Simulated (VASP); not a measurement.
# TcSe2 (R-3m) in VASP: further runs, part 2 of 3

VASP 6.6.1. Earlier steps stand in the parts before.

## Step 5: Single point, r2SCAN+U, collinear spin, ferromagnetic start

Contents of INCAR:

```
SYSTEM = TcSe2
  PREC = Accurate
  ENCUT = 520
  EDIFF = 1E-7
  ISMEAR = 0
  SIGMA = 0.05
  LREAL = .False.
  LASPH = .True.
  NELM = 80
  ALGO = Normal
  ISIF = 2
  LWAVE = .False.
  LCHARG = .False.
  ISPIN = 2
  MAGMOM = 0.5 0 0
  LORBIT = 11
  LMAXMIX = 4
  LDAU = .True.
  LDAUTYPE = 2
  LDAUL = 2 -1
  LDAUU = 7 0
  LDAUJ = 0 0
  LDAUPRINT = 1
  METAGGA = R2SCAN
  LMIXTAU = .True.
  NBANDS = 24
```

Contents of KPOINTS:

```
Automatic mesh
0
Gamma
  6 6 6
  0 0 0
```

Contents of POSCAR:

```
TcSe2
1.0
    1.9284189500      1.1133732000      5.8303367600
   -1.9284189500      1.1133732000      5.8303367600
    0.0000000000     -2.2267463900      5.8303367600
Tc Se
1 2
Direct
    0.0000000000      0.0000000000      0.0000000000
    0.2520000000      0.2520000000      0.2520000000
    0.7480000000      0.7480000000      0.7480000000
```

Potentials or basis: VASP PAW PBE potentials, release 64 (Tc_pv, Se).

Launch:

```bash
$ cat potpaw_PBE.64/Tc_pv/POTCAR potpaw_PBE.64/Se/POTCAR > POTCAR
$ mpirun -np 1 vasp_std > vasp.out
```

OUTCAR:

```text
SYSTEM = TcSe2
   PREC = Accurate
   ENCUT = 520
   EDIFF = 1E-7
   ISMEAR = 0
   LREAL = .False.
   LASPH = .True.
   NELM = 80
   ISIF = 2
   ISPIN = 2
   LORBIT = 11
   METAGGA = R2SCAN

 ion  position               nearest neighbor table
   1  0.000  0.000  0.000-   3 2.64   2 2.64   3 2.64   3 2.64   2 2.64   2 2.64
   2  0.252  0.252  0.252-   1 2.64   1 2.64   1 2.64
   3  0.748  0.748  0.748-   1 2.64   1 2.64   1 2.64

  LATTYP: Found a trigonal (rhomboedric) cell.
 ALAT       =     6.2410917526
 COS(alpha) =     0.8090535272

  Lattice vectors:

 A1 = (   1.9284189500,   1.1133732000,   5.8303367600)
 A2 = (  -1.9284189500,   1.1133732000,   5.8303367600)
 A3 = (   0.0000000000,  -2.2267463900,   5.8303367600)

Analysis of symmetry for initial positions (statically):
=====================================================================
 Subroutine PRICEL returns:
 Original cell was already a primitive cell.

 Routine SETGRP: Setting up the symmetry group for a
 trigonal (rhombohedral) supercell.

 Subroutine GETGRP returns: Found 12 space group operations
 (whereof 12 operations were pure point group operations)
 out of a pool of 12 trial point group operations.

The static configuration has the point symmetry D_3d.

Analysis of symmetry for dynamics (positions and initial velocities):
=====================================================================
 Subroutine PRICEL returns:
 Original cell was already a primitive cell.

[... 196 lines left out ...]
  o =  0.9303  v =  0.0000 -0.5992 -0.0000  0.0000  0.8006  0.0000  0.0000  0.0000  0.0000  0.0000      0.0000  0.0000  0.0000  0.0000  0.0000  0.0000  0.0000  0.0000  0.0000  0.0000
  o =  0.9303  v = -0.8006  0.0000 -0.0000  0.5992 -0.0000  0.0000  0.0000  0.0000  0.0000  0.0000      0.0000  0.0000  0.0000  0.0000  0.0000  0.0000  0.0000  0.0000  0.0000  0.0000

 number of electron      24.9999999 magnetization       3.0000738

 Free energy of the ion-electron system (eV)
  ---------------------------------------------------
  ext. energy  EPLUGINS =         0.00000000
  ---------------------------------------------------
  free energy    TOTEN  =       -50.65427272 eV

  energy without entropy =      -50.65401906  energy(sigma->0) =      -50.65414589

 E-fermi :   4.1325     XC(G=0): -10.0221

 val. band max:        3.9437604734   @ k =   0.3333   0.1667   0.1667
 cond. band min:       4.1672774545   @ k =   0.5000   0.1667   0.1667
 fundamental gap:      0.2235169812
 Fermi energy:         4.1325298292

 spin component 1

 k-point     1 :       0.0000    0.0000    0.0000
  band No.  band energies     occupation
      1     -38.9662      1.00000
      2     -38.9326      1.00000
      3     -38.9326      1.00000
      4     -10.0938      1.00000
      5      -8.4708      1.00000
      6      -3.2562      1.00000
[... 1289 lines left out ...]
     23      15.9809      0.00000
     24      17.8609      0.00000

 [... further k-points ...]

------------------------ aborting loop because EDIFF is reached ----------------------------------------

  FORCE on cell =-STRESS in cart. coord.  units (eV):
  Direction    XX          YY          ZZ          XY          YZ          ZX
  --------------------------------------------------------------------------------------
  -------------------------------------------------------------------------------------
  Total        0.3494387      0.3494387      1.4960282      0.0000000      0.0000000      0.0000000
  in kB        7.4540884      7.4540884     31.9126820      0.0000000      0.0000000      0.0000000
  external PRESSURE =      15.6069529 kB  Pullay stress =       0.0000000 kB

 VOLUME and BASIS-vectors are now :
 -----------------------------------------------------------------------------
  energy-cutoff  :      520.00
  volume of cell :       75.11
      direct lattice vectors                 reciprocal lattice vectors
     1.928418950  1.113373200  5.830336760     0.259279759  0.149695239  0.057172226
    -1.928418950  1.113373200  5.830336760    -0.259279759  0.149695239  0.057172226
     0.000000000 -2.226746390  5.830336760     0.000000000 -0.299390478  0.057172227

 POSITION                                       TOTAL-FORCE (eV/Angst)
 -----------------------------------------------------------------------------------
      0.00000      0.00000      0.00000         0.000000     -0.000000      0.000000
      0.00000      0.00000      4.40773        -0.000000     -0.000000     -0.219447
      0.00000      0.00000     13.08328        -0.000000      0.000000      0.219447
 -----------------------------------------------------------------------------------
    total drift:                               -0.000000     -0.000000     -0.000000

  FREE ENERGIE OF THE ION-ELECTRON SYSTEM (eV)
  ---------------------------------------------------
  free  energy   TOTEN  =       -50.6542727166 eV

  energy  without entropy=      -50.6540190609  energy(sigma->0) =      -50.65414589

 total charge

# of ion       s       p       d       tot
------------------------------------------
    1        0.333   6.361   4.756  11.449
    2        1.472   2.376   0.029   3.877
    3        1.472   2.376   0.029   3.877
--------------------------------------------------
tot          3.277  11.112   4.814  19.202

 magnetization (x)

# of ion       s       p       d       tot
------------------------------------------
    1        0.064   0.072   3.659   3.794
    2        0.004  -0.307   0.006  -0.297
    3        0.004  -0.307   0.006  -0.297
--------------------------------------------------
tot          0.071  -0.542   3.672   3.201
```

OSZICAR:

```text
N       E                     dE             d eps       ncg     rms          rms(c)
DAV:   1     0.163961050020E+03    0.16396E+03   -0.12267E+04  3232   0.907E+02
DAV:   2    -0.469516405034E+02   -0.21091E+03   -0.20459E+03  3664   0.241E+02
DAV:   3    -0.549360395116E+02   -0.79844E+01   -0.79194E+01  3936   0.506E+01
[... 12 lines left out ...]
DAV:  16    -0.506542526109E+02   -0.11931E-03   -0.68445E-05  3240   0.553E-02    0.183E-02
DAV:  17    -0.506542707406E+02   -0.18130E-04   -0.11475E-05  3432   0.225E-02    0.746E-03
DAV:  18    -0.506542718952E+02   -0.11546E-05   -0.25884E-06  3520   0.934E-03    0.347E-03
DAV:  19    -0.506542726890E+02   -0.79385E-06   -0.13182E-06  3296   0.751E-03    0.126E-03
DAV:  20    -0.506542727166E+02   -0.27529E-07   -0.87819E-08  2648   0.180E-03
   1 F= -.50654273E+02 E0= -.50654146E+02  d E =-.253656E-03  mag=     3.0000
```

stdout:

```text
POSCAR found type information on POSCAR TcSe
 POSCAR found :  2 types and       3 ions
 scaLAPACK will be used
 -----------------------------------------------------------------------------
|                                                                             |
|                                                                             |
|     You enforced a specific xc type in the INCAR file but a different       |
|     I HOPE YOU KNOW WHAT YOU ARE DOING!                                     |
|                                                                             |
 -----------------------------------------------------------------------------

 LDA part: xc-table for (None), standard interpolation
 POSCAR, INCAR and KPOINTS ok, starting setup
 FFT: planning ... GRIDC
 FFT: planning ... GRID_SOFT
 FFT: planning ... GRID
 WAVECAR not read
 entering main loop
```

Wall time 13 min (1 thread of Intel Xeon Platinum 8559C (Emerald Rapids), shared host); peak memory 0.49 GiB.

What came out:

- Free energy: -50.6543 eV
- Pressure: 1.6 GPa
- Largest force: 0.219 eV/Å
- Band gap on the k mesh: none (metal or under the smearing width)
- Net moment: 3.00 μB per cell
- Site moments: Tc +3.79; Se -0.30 μB
- Valence electrons inside the program's atomic spheres: Tc 11.45; Se 3.88

Forces on the atoms (eV/Å):
```
Tc   0.000  0.000  0.000
Se   0.000  0.000 -0.219
Se   0.000  0.000  0.219
```

Levels at points of the mesh, in eV from the Fermi level:
Spin up:
```csv
k point,band 11,band 12,band 13,band 14,band 15,band 16,band 17,band 18
"(0.00, 0.00, 0.00)",-3.42,-0.47,-0.47,0.25,1.45,1.45,4.60,4.69
"(0.50, 0.00, 0.00)",-3.78,-3.47,-2.19,-1.91,0.51,1.03,5.76,5.86
"(0.50, 0.50, 0.00)",-4.30,-3.99,-2.25,-1.44,1.65,1.71,4.18,5.36
"(0.50, 0.50, 0.50)",-2.21,-2.08,-0.72,-0.72,1.68,1.68,5.30,6.25
```
Spin down:
```csv
k point,band 7,band 8,band 9,band 10,band 11,band 12,band 13,band 14,band 15,band 16
"(0.00, 0.00, 0.00)",-3.23,-3.23,-0.87,-0.87,-0.29,2.47,2.47,3.41,4.14,4.14
"(0.50, 0.00, 0.00)",-4.00,-3.20,-3.04,-2.54,-2.19,2.27,3.21,3.56,4.53,4.55
"(0.50, 0.50, 0.00)",-4.53,-2.77,-2.55,-2.01,-1.81,1.72,3.44,3.65,4.75,4.82
"(0.50, 0.50, 0.50)",-3.12,-3.12,-2.54,-1.11,-1.11,2.43,2.43,3.02,4.41,4.41
```

Eigenvalues of the final occupation matrices:
```tsv
site	spin	trace	eigenvalues
site 1 d	1	4.24	0.72 0.72 0.93 0.93 0.93
site 1 d	2	0.56	0.03 0.03 0.03 0.23 0.23
```

Caveat: the PAW data sets were made with another functional, which shifts forces and pressure a little.

(Continued in part 3 of 3.)
